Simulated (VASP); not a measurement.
Data:

```yaml
crystal:
  lattice:
    - [0.00000, 1.72219, 1.72219]
    - [1.72219, 0.00000, 1.72219]
    - [1.72219, 1.72219, 0.00000]
  atoms:
    - { symbol: Ni, position: [0.00000, 0.00000, 0.00000], spin: 0.6 }
```

Calculation: PBE GGA, VASP's PBE PAW potentials (set 64) (plane waves; VASP 6.6.1). Run with 520 eV cut-off, 18×18×18 Γ-centred mesh, first-order Methfessel-Paxton smearing of 0.10 eV, potentials Ni.

Give the stress tensor in GPa (positive for a compressed cell).

```
14.42   0.00   0.00
 0.00  14.42   0.00
 0.00   0.00  14.42
```
The pressure is its mean diagonal, 14.42 GPa.

The compound is Ni in the fcc structure. This cell is one point of a volume scan, at 0.94 of the reference volume.
